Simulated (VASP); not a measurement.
Bi: relaxation of cell and atoms with PBE

Crystal: Bi.

```
CELL_PARAMETERS angstrom
2.26750 1.30914 3.93800
-2.26750 1.30914 3.93800
0.00000 -2.61828 3.93800
ATOMIC_POSITIONS crystal
Bi 0.23400 0.23400 0.23400
Bi 0.76600 0.76600 0.76600
```

```yaml
Program: VASP 6.6.1
Task: relaxation of cell and atoms
Functional: PBE
Potentials_or_basis: VASP PAW PBE potentials, release 64 (Bi_d)
Cutoff: 600 eV
k_mesh: 12 × 12 × 10
Occupations: methfessel-paxton, width 0.1 eV
Spin: no spin polarisation
Further_INCAR_settings: ALGO = Normal; EDIFF = 1e-06; IBRION = 2; EDIFFG = -0.01; NSW = 90; ISIF = 3
```

* Relaxed volume: 36.86 Å³/atom
* Relaxed cell: a = 4.844 Å, b = 4.844 Å, c = 4.844 Å, α = 56.43°, β = 56.43°, γ = 56.43°
* Space group after relaxing (to 0.05 Å): R-3m (No. 166)
* Energy gained by relaxing: 11.7 meV/atom
* Ionic steps: 10
* Pressure after relaxing: 0.0 GPa
* Band gap on the k mesh: none (metal or under the smearing width)

The path:
| step | energy change (eV) | largest force (eV/Å) | pressure (GPa) | volume (Å³) |
| --- | --- | --- | --- | --- |
| 1 | 0.0000 | 0.2279 | 2.21 | 70.14 |
| 2 | -0.0143 | 0.1535 | -1.14 | 75.17 |
| 3 | -0.0220 | 0.0185 | 0.01 | 73.23 |
| 4 | -0.0220 | 0.0252 | -0.03 | 73.29 |
| 5 | -0.0224 | 0.0274 | -0.02 | 73.34 |
| 6 | -0.0230 | 0.0373 | -0.04 | 73.50 |
| 7 | -0.0231 | 0.0408 | -0.02 | 73.55 |
| 8 | -0.0232 | 0.0100 | 0.06 | 73.49 |
| 9 | -0.0232 | 0.0051 | 0.09 | 73.48 |
| 10 | -0.0233 | 0.0003 | 0.00 | 73.73 |

Final structure:
```xyz
2
Lattice="2.2901 1.3222 4.0581 -2.2901 1.3222 4.0581 0.0000 -2.6444 4.0581" Properties=species:S:1:pos:R:3 pbc="T T T"
Bi    0.0000    0.0000    2.8450
Bi    0.0000    0.0000    9.3293
```

Levels at points of the mesh, in eV from the Fermi level:
```tsv
k point	band 13	band 14	band 15	band 16	band 17	band 18
(0.00, 0.00, 0.00)	-1.51	-1.11	-1.11	2.39	2.83	2.83
(0.50, 0.00, 0.00)	-1.41	-1.16	-0.33	-0.23	0.50	1.06
(0.50, 0.50, 0.00)	-4.45	-2.90	-2.71	2.40	4.65	5.24
(0.50, 0.50, 0.50)	-0.89	-0.55	-0.55	0.73	0.77	0.77
```

Run time: 24 min on 1 thread of Intel(R) Xeon(R) 6975P-C (Granite Rapids), on a shared host, peak memory 0.65 GiB.

Caveat: spin-orbit coupling is left out, which moves the levels of the heavy elements. PBE usually gives volumes a little too large and moduli too small.
